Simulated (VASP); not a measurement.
The system is Sn2C.

```
CELL_PARAMETERS angstrom
0.00000 3.07917 3.07917
3.07917 0.00000 3.07917
3.07917 3.07917 0.00000
ATOMIC_POSITIONS crystal
Sn 0.25000 0.25000 0.25000
Sn 0.75000 0.75000 0.75000
C 0.00000 0.00000 0.00000
```

The cell was built by a generator and needn't be a form met in nature.

```yaml
Program: VASP 6.6.1
Task: relaxation of cell and atoms
Functional: PBE
Potentials_or_basis: VASP PAW PBE potentials, release 64 (Sn_d, C)
Cutoff: 520 eV
k_mesh: 6 × 6 × 6
Occupations: gaussian, width 0.15 eV
Spin: no spin polarisation
```

At the start: pressure 6.6 GPa; volume 19.46 Å³/atom.

Problem. Where does the relaxation end?

Solution. Over 3 steps the energy falls by 34.2 meV/atom and the volume is 21.25 Å³/atom (+9.2 %); space group Fm-3m (No. 225, to 0.05 Å).

Step by step:
```csv
step,energy change (eV),largest force (eV/Å),pressure (GPa),volume (Å³)
1,0.0000,0.0000,6.63,58.39
2,-0.0949,0.0000,-1.51,65.46
3,-0.1025,0.0000,0.30,63.76
```

Final structure:
```yaml
crystal:
  lattice:
    - [0.00000, 3.17084, 3.17084]
    - [3.17084, 0.00000, 3.17084]
    - [3.17084, 3.17084, 0.00000]
  atoms:
    - { symbol: Sn, position: [0.25000, 0.25000, 0.25000] }
    - { symbol: Sn, position: [0.75000, 0.75000, 0.75000] }
    - { symbol: C, position: [0.00000, 0.00000, 0.00000] }
```
